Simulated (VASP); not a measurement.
Level of theory: PBE GGA, VASP's PBE PAW potentials (set 64) (plane waves; VASP).

VASP input:

**INCAR**
```
ALGO = Normal
DIPOL = 0.5 0.5 0.5
EDIFF = 1E-5
EDIFFG = -0.03
ENCUT = 400
GGA = PE
IBRION = 2
IDIPOL = 3
ISIF = 2
ISMEAR = 1
LASPH = T
LCHARG = F
LDIPOL = T
LREAL = F
LWAVE = T
NELM = 100
NELMIN = 4
NSW = 50
PREC = Normal
SIGMA = 0.1
SYSTEM = Mg16Cl
```

### POSCAR
```
Mg16Cl
1.0
  6.4205938671   0.0000000000   0.0000000000
  3.2102964335   5.5603974380   0.0000000000
  0.0000000000   0.0000000000  21.4107698874
Mg Cl
16 1
Cart
 -0.0000033770   1.8534639592   6.8702878415
  3.2102935566   1.8534639592   6.8702878415
  1.6051448398   4.6336626782   6.8702878415
  4.8154417733   4.6336626782   6.8702878415
  0.0000000000   0.0000000000   9.4270121060
  3.2102969336   0.0000000000   9.4270121060
  1.6051482167   2.7801987190   9.4270121060
  4.8154451503   2.7801987190   9.4270121060
 -0.0000033770   1.8534639592  11.9837577814
  3.2102935566   1.8534639592  11.9837577814
  1.6051448398   4.6336626782  11.9837577814
  4.8154417733   4.6336626782  11.9837577814
  0.0000000000   0.0000000000  14.5404820459
  3.2102969336   0.0000000000  14.5404820459
  1.6051482167   2.7801987190  14.5404820459
  4.8154451503   2.7801987190  14.5404820459
  3.2102935566   1.8534639592  15.9714708514
```

### KPOINTS
```
Automatic mesh
0
Gamma
5 5 1
0 0 0
```

POTCAR, in this order: Mg Cl (PBE.64 set). Program: vasp_std.

The run wrote:

### OSZICAR
```
...
DAV:   1    -0.259736762885E+02   -0.13062E-01   -0.28757E-01   280   0.209E+00    0.248E-01
DAV:   2    -0.259755833460E+02   -0.19071E-02   -0.21283E-02   400   0.610E-01    0.871E-02
DAV:   3    -0.259755668310E+02    0.16515E-04   -0.72798E-04   336   0.125E-01    0.818E-02
DAV:   4    -0.259755305005E+02    0.36330E-04   -0.44688E-04   340   0.830E-02    0.665E-02
DAV:   5    -0.259755020865E+02    0.28414E-04   -0.12553E-04   332   0.506E-02    0.383E-02
DAV:   6    -0.259755069991E+02   -0.49126E-05   -0.42127E-05   268   0.264E-02
   5 F= -.25975507E+02 E0= -.25977998E+02  d E =-.148988E-01
       N       E                     dE             d eps       ncg     rms          rms(c)
DAV:   1    -0.259967043128E+02   -0.21202E-01   -0.25710E+00   280   0.626E+00    0.719E-01
DAV:   2    -0.260135563013E+02   -0.16852E-01   -0.18777E-01   400   0.181E+00    0.244E-01
DAV:   3    -0.260136584230E+02   -0.10212E-03   -0.10441E-02   328   0.442E-01    0.232E-01
DAV:   4    -0.260128914032E+02    0.76702E-03   -0.55656E-03   340   0.285E-01    0.186E-01
DAV:   5    -0.260126840698E+02    0.20733E-03   -0.11170E-03   368   0.152E-01    0.110E-01
DAV:   6    -0.260127260166E+02   -0.41947E-04   -0.34089E-04   392   0.741E-02    0.246E-02
DAV:   7    -0.260127364691E+02   -0.10452E-04   -0.37030E-05   264   0.277E-02    0.123E-02
DAV:   8    -0.260127378279E+02   -0.13588E-05   -0.93267E-06   180   0.141E-02
   6 F= -.26012738E+02 E0= -.26014332E+02  d E =-.521296E-01
       N       E                     dE             d eps       ncg     rms          rms(c)
DAV:   1    -0.259918167584E+02    0.20920E-01   -0.10282E+01   280   0.125E+01    0.136E+00
DAV:   2    -0.260586587287E+02   -0.66842E-01   -0.74064E-01   400   0.356E+00    0.490E-01
DAV:   3    -0.260584185739E+02    0.24015E-03   -0.36847E-02   328   0.832E-01    0.453E-01
DAV:   4    -0.260560965478E+02    0.23220E-02   -0.21034E-02   328   0.540E-01    0.365E-01
DAV:   5    -0.260551560512E+02    0.94050E-03   -0.46287E-03   384   0.304E-01    0.216E-01
DAV:   6    -0.260553095526E+02   -0.15350E-03   -0.15168E-03   372   0.156E-01    0.522E-02
DAV:   7    -0.260553418843E+02   -0.32332E-04   -0.13283E-04   376   0.499E-02    0.250E-02
DAV:   8    -0.260553502464E+02   -0.83621E-05   -0.36770E-05   292   0.244E-02
   7 F= -.26055350E+02 E0= -.26056801E+02  d E =-.947420E-01
       N       E                     dE             d eps       ncg     rms          rms(c)
DAV:   1    -0.257883515715E+02    0.26699E+00   -0.41060E+01   288   0.250E+01    0.268E+00
DAV:   2    -0.260328510114E+02   -0.24450E+00   -0.27059E+00   372   0.670E+00    0.104E+00
DAV:   3    -0.260397805540E+02   -0.69295E-02   -0.22980E-01   340   0.196E+00    0.918E-01
DAV:   4    -0.260252733363E+02    0.14507E-01   -0.11432E-01   352   0.117E+00    0.741E-01
DAV:   5    -0.260209545261E+02    0.43188E-02   -0.23553E-02   392   0.677E-01    0.376E-01
DAV:   6    -0.260216121547E+02   -0.65763E-03   -0.55909E-03   340   0.316E-01    0.212E-01
DAV:   7    -0.260217044371E+02   -0.92282E-04   -0.26908E-04   440   0.714E-02    0.159E-01
DAV:   8    -0.260218323431E+02   -0.12791E-03   -0.36852E-04   308   0.822E-02    0.166E-02
DAV:   9    -0.260218404836E+02   -0.81406E-05   -0.43846E-05   320   0.264E-02
   8 F= -.26021840E+02 E0= -.26022600E+02  d E =-.612323E-01
       N       E                     dE             d eps       ncg     rms          rms(c)
DAV:   1    -0.259390110969E+02    0.82821E-01   -0.20426E+01   288   0.174E+01    0.270E+00
DAV:   2    -0.260639844389E+02   -0.12497E+00   -0.13671E+00   388   0.489E+00    0.101E+00
DAV:   3    -0.260637213200E+02    0.26312E-03   -0.39803E-02   356   0.918E-01    0.794E-01
DAV:   4    -0.260629218566E+02    0.79946E-03   -0.19711E-02   312   0.521E-01    0.658E-01
DAV:   5    -0.260609051266E+02    0.20167E-02   -0.14584E-02   372   0.485E-01    0.320E-01
DAV:   6    -0.260612414549E+02   -0.33633E-03   -0.30581E-03   308   0.228E-01    0.110E-01
DAV:   7    -0.260613098871E+02   -0.68432E-04   -0.24666E-04   408   0.697E-02    0.865E-02
DAV:   8    -0.260613161399E+02   -0.62528E-05   -0.80979E-04   372   0.105E-01    0.432E-02
DAV:   9    -0.260612963886E+02    0.19751E-04   -0.13171E-04   288   0.500E-02    0.325E-02
DAV:  10    -0.260612974530E+02   -0.10644E-05   -0.14932E-05   208   0.175E-02
   9 F= -.26061297E+02 E0= -.26063015E+02  d E =-.100689E+00
       N       E                     dE             d eps       ncg     rms          rms(c)
DAV:   1    -0.260689013711E+02   -0.76050E-02   -0.24550E+00   292   0.614E+00    0.729E-01
DAV:   2    -0.260847317722E+02   -0.15830E-01   -0.17828E-01   392   0.173E+00    0.259E-01
DAV:   3    -0.260844008244E+02    0.33095E-03   -0.36208E-03   364   0.293E-01    0.235E-01
DAV:   4    -0.260844859500E+02   -0.85126E-04   -0.27953E-03   324   0.200E-01    0.167E-01
DAV:   5    -0.260841557003E+02    0.33025E-03   -0.18841E-03   368   0.159E-01    0.838E-02
DAV:   6    -0.260841721146E+02   -0.16414E-04   -0.26560E-04   336   0.648E-02    0.227E-02
DAV:   7    -0.260841798018E+02   -0.76872E-05   -0.51440E-05   300   0.294E-02
  10 F= -.26084180E+02 E0= -.26086572E+02  d E =-.228823E-01
       N       E                     dE             d eps       ncg     rms          rms(c)
DAV:   1    -0.260744164845E+02    0.97556E-02   -0.30885E+00   292   0.689E+00    0.817E-01
DAV:   2    -0.260942852496E+02   -0.19869E-01   -0.22537E-01   392   0.194E+00    0.275E-01
DAV:   3    -0.260939944762E+02    0.29077E-03   -0.63546E-03   360   0.377E-01    0.255E-01
DAV:   4    -0.260939299712E+02    0.64505E-04   -0.43459E-03   312   0.243E-01    0.202E-01
DAV:   5    -0.260935214232E+02    0.40855E-03   -0.18670E-03   392   0.179E-01    0.114E-01
DAV:   6    -0.260935664519E+02   -0.45029E-04   -0.44269E-04   340   0.829E-02    0.222E-02
DAV:   7    -0.260935772023E+02   -0.10750E-04   -0.47057E-05   228   0.320E-02    0.129E-02
DAV:   8    -0.260935793555E+02   -0.21532E-05   -0.10625E-05   152   0.162E-02
  11 F= -.26093579E+02 E0= -.26096221E+02  d E =-.322819E-01
       N       E                     dE             d eps       ncg     rms          rms(c)
DAV:   1    -0.260935229986E+02    0.54204E-04   -0.17743E-02   292   0.521E-01    0.698E-02
DAV:   2    -0.260936432383E+02   -0.12024E-03   -0.13760E-03   408   0.151E-01    0.207E-02
DAV:   3    -0.260936526108E+02   -0.93725E-05   -0.16664E-04   280   0.481E-02    0.196E-02
DAV:   4    -0.260936374423E+02    0.15168E-04   -0.68502E-05   248   0.294E-02    0.162E-02
DAV:   5    -0.260936374110E+02    0.31263E-07   -0.90707E-06   156   0.149E-02
  12 F= -.26093637E+02 E0= -.26096261E+02  d E =-.323400E-01
       N       E                     dE             d eps       ncg     rms          rms(c)
DAV:   1    -0.260936036430E+02    0.33799E-04   -0.46871E-03   292   0.269E-01    0.314E-02
DAV:   2    -0.260936353449E+02   -0.31702E-04   -0.35890E-04   408   0.780E-02    0.122E-02
DAV:   3    -0.260936382947E+02   -0.29498E-05   -0.56121E-05   256   0.274E-02    0.108E-02
DAV:   4    -0.260936334179E+02    0.48768E-05   -0.21159E-05   248   0.165E-02
  13 F= -.26093633E+02 E0= -.26096245E+02  d E =-.323360E-01
       N       E                     dE             d eps       ncg     rms          rms(c)
DAV:   1    -0.260937018159E+02   -0.63521E-04   -0.12404E-01   288   0.129E+00    0.171E-01
DAV:   2    -0.260943998108E+02   -0.69799E-03   -0.82121E-03   396   0.385E-01    0.467E-02
DAV:   3    -0.260944870990E+02   -0.87288E-04   -0.14497E-03   324   0.139E-01    0.439E-02
DAV:   4    -0.260943627982E+02    0.12430E-03   -0.91493E-04   340   0.101E-01    0.323E-02
DAV:   5    -0.260943457737E+02    0.17025E-04   -0.62105E-05   336   0.333E-02    0.223E-02
DAV:   6    -0.260943432641E+02    0.25095E-05   -0.19879E-05   208   0.187E-02
  14 F= -.26094343E+02 E0= -.26096993E+02  d E =-.709846E-03
```

**OUTCAR**
```
------------------------ aborting loop because EDIFF is reached ----------------------------------------
  FORCE on cell =-STRESS in cart. coord.  units (eV):
  Direction    XX          YY          ZZ          XY          YZ          ZX
  --------------------------------------------------------------------------------------
  Total       -5.3060535     -5.3060536     -0.1065298      0.0000005      0.0000000      0.0000000
  in kB      -11.1216415    -11.1216417     -0.2232895      0.0000010      0.0000000      0.0000000
  external PRESSURE =      -7.4888576 kB  Pullay stress =       0.0000000 kB
  volume of cell :      764.39
      direct lattice vectors                 reciprocal lattice vectors
     6.420593867  0.000000000  0.000000000     0.155748833 -0.089921616  0.000000000
     3.210296433  5.560397438  0.000000000     0.000000000  0.179843260  0.000000000
     0.000000000  0.000000000 21.410769887     0.000000000  0.000000000  0.046705467
 POSITION                                       TOTAL-FORCE (eV/Angst)
 -----------------------------------------------------------------------------------
      6.42059      1.84228      6.69838        -0.000000      0.001683      0.003978
      3.21029      1.85346      6.67196        -0.000000     -0.000000      0.009583
      8.03542      4.63925      6.69838        -0.001458     -0.000842      0.003978
      4.80576      4.63925      6.69838         0.001458     -0.000842      0.003978
      3.21030      5.56040      9.38199        -0.000000     -0.000000     -0.020631
      3.21030      0.01033      9.34968        -0.000000      0.004719      0.004908
      1.61410      2.77503      9.34968         0.004087     -0.002360      0.004908
      4.80650      2.77503      9.34968        -0.004087     -0.002360      0.004908
      6.42059      1.87193     12.01075         0.000000     -0.003217     -0.011033
      3.21029      1.85346     12.04075        -0.000000     -0.000000      0.011540
      8.00974      4.62443     12.01075         0.002786      0.001609     -0.011033
      4.83144      4.62443     12.01075        -0.002786      0.001609     -0.011033
      3.21030      5.56040     14.51151        -0.000000     -0.000000      0.013031
      6.42059      5.47499     14.69649        -0.000000      0.016530     -0.003139
      7.95178      2.82290     14.69649         0.014316     -0.008265     -0.003139
      4.88941      2.82290     14.69649        -0.014316     -0.008265     -0.003139
      3.21029      1.85346     16.38551         0.000000     -0.000000      0.002335
 -----------------------------------------------------------------------------------
    total drift:                                0.003245      0.001874     -0.000706
  FREE ENERGIE OF THE ION-ELECTRON SYSTEM (eV)
  ---------------------------------------------------
  free  energy   TOTEN  =       -26.0943432641 eV

  energy  without entropy=      -26.1022929393  energy(sigma->0) =      -26.09699316

 reached required accuracy - stopping structural energy minimisation
```
(Selected blocks of OUTCAR.)

File CONTCAR:
```
Mg16Cl
   1.00000000000000
     6.4205938671000000    0.0000000000000000    0.0000000000000000
     3.2102964334999999    5.5603974379999999    0.0000000000000000
     0.0000000000000000    0.0000000000000000   21.4107698874000008
  Mg              Cl
    16     1
Direct
     0.8343382695494652    0.3313224609010794    0.3128507800377398
     0.3333330000000032    0.3333330000000032    0.3116168811744663
     0.8343382695494652    0.8343382695494652    0.3128507800377398
     0.3313224609010794    0.8343382695494652    0.3128507800377398
     0.0000000000000000    1.0000000000000000    0.4381903722498883
     0.4990708400904902    0.0018583198190195    0.4366812422435787
     0.0018583198190195    0.4990708400904902    0.4366812422435787
     0.4990708400904902    0.4990708400904902    0.4366812422435787
     0.8316722772288911    0.3366544455422270    0.5609677212101951
     0.3333330000000032    0.3333330000000032    0.5623689202539494
     0.8316722772288911    0.8316722772288911    0.5609677212101951
     0.3366544455422270    0.8316722772288911    0.5609677212101951
     0.0000000000000000    1.0000000000000000    0.6777667166944551
     0.5076795318779165    0.9846409362441672    0.6864066410905930
     0.9846409362441672    0.5076795318779165    0.6864066410905930
     0.5076795318779165    0.5076795318779165    0.6864066410905930
     0.3333330000000032    0.3333330000000032    0.7652929558809231
```

The cell is a thin slab with vacuum, built from Mg (hcp): (001) face, Cl adsorbed.
